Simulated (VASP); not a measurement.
An input for Quantum ESPRESSO's pw.x (written as the equivalent of a VASP run, and not itself run):

```
&CONTROL
  calculation = 'vc-relax'
  pseudo_dir = './pseudo'
  outdir = './out'
  tprnfor = .true.
  tstress = .true.
  nstep = 60
  forc_conv_thr = 0.00039
/
&SYSTEM
  ibrav = 0
  nat = 2
  ntyp = 2
  ecutwfc = 96
  occupations = 'smearing'
  smearing = 'methfessel-paxton'
  degauss = 0.00735
  input_dft = 'pz'
/
&ELECTRONS
  conv_thr = 7.3e-08
  electron_maxstep = 100
/
&IONS
/
&CELL
/
ATOMIC_SPECIES
  Al 26.982 Al.upf
  Co 58.933 Co.upf
CELL_PARAMETERS angstrom
     2.7941884   -0.0000000    0.0000000
     0.0000000    2.7941884   -0.0000000
     0.0000000   -0.0000000    2.7941884
ATOMIC_POSITIONS crystal
  Al   0.0000000  0.0000000  0.0000000
  Co   0.5000000  0.5000000  0.5000000
K_POINTS automatic
  12 12 12 0 0 0
```

Problem. Write the VASP files for the same calculation (LDA).

Solution. This is not unique; one that fits is 
File KPOINTS:
```
Automatic mesh
0
Gamma
12 12 12
0 0 0
```

File POSCAR:
```
AlCo
1.0
  2.7941883790   0.0000000000   0.0000000000
  0.0000000000   2.7941883790   0.0000000000
  0.0000000000   0.0000000000   2.7941883790
Al Co
1 1
direct
  0.0000000000   0.0000000000   0.0000000000
  0.5000000000   0.5000000000   0.5000000000
```

INCAR:
```
ALGO = Normal
EDIFF = 1E-6
EDIFFG = -0.01
ENCUT = 400
IBRION = 2
ISIF = 3
ISMEAR = 1
LASPH = .TRUE.
LCHARG = .FALSE.
LMAXMIX = 4
LREAL = .FALSE.
LWAVE = .FALSE.
NELM = 100
NSW = 60
PREC = Accurate
SIGMA = 0.1
SYSTEM = AlCo
```

POTCAR, in this order: Al Co (LDA.64 set). Program: vasp_std.

Limits of the translation: the potentials are each code's own (VASP's PAW set, PseudoDojo norm-conserving files in pw.x), so ENCUT and ecutwfc are chosen apart and not converted; conv_thr bounds pw.x's estimated SCF error, while EDIFF bounds the energy change between steps; forc_conv_thr acts on force components and is met together with etot_conv_thr.

The structure comes from a computed database's AlCo entry (Pm-3m); how it stands against other phases isn't given here. It was relaxed first. The start is the result of an earlier pass.
